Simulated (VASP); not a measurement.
FCClBr2, in a box:

```
CELL_PARAMETERS angstrom
12.00000 0.00000 0.00000
0.00000 12.00000 0.00000
0.00000 0.00000 12.00000
ATOMIC_POSITIONS crystal
F 0.59120 0.40460 0.52646
C 0.49581 0.45802 0.50772
Cl 0.41097 0.44597 0.62596
Br 0.42442 0.39056 0.37970
Br 0.52968 0.61294 0.47792
```

Base run:

```yaml
Program: VASP 6.6.1
Functional: PBE
Potentials_or_basis: VASP PAW PBE potentials, release 64 (F, C, Cl, Br)
Cutoff: 520 eV
k_mesh: 1 × 1 × 1
Occupations: gaussian, width 0.01 eV
Spin: no spin polarisation
```

Its results: gap between the frontier levels 4.13 eV; largest force 1.233 eV/Å.

Question: After a change of settings the same cell gave: gap between the frontier levels 5.63 eV; largest force 0.551 eV/Å. Which change was it?
A. functional from PBE to HSE06; further incar settings from ALGO = Normal; EDIFF = 1e-07; NBANDS = 24 to ALGO = Normal; EDIFF = 1e-06; NBANDS = 24
B. functional from PBE to PBE0; potentials or basis from VASP PAW PBE potentials, release 64 (F, C, Cl, Br) to VASP PAW PBE potentials, release 64 (F_s, C_s, Cl, Br); cutoff from 520 eV to 400 eV
C. further incar settings from ALGO = Normal; EDIFF = 1e-07; NBANDS = 24 to ALGO = Normal; EDIFF = 1e-06; dispersion from none to D3(BJ)
D. further incar settings from ALGO = Normal; EDIFF = 1e-07; NBANDS = 24 to ALGO = Normal; EDIFF = 1e-06

Answer: A.

Caveats: the PAW data sets were made with another functional, which shifts forces and pressure a little (some runs).
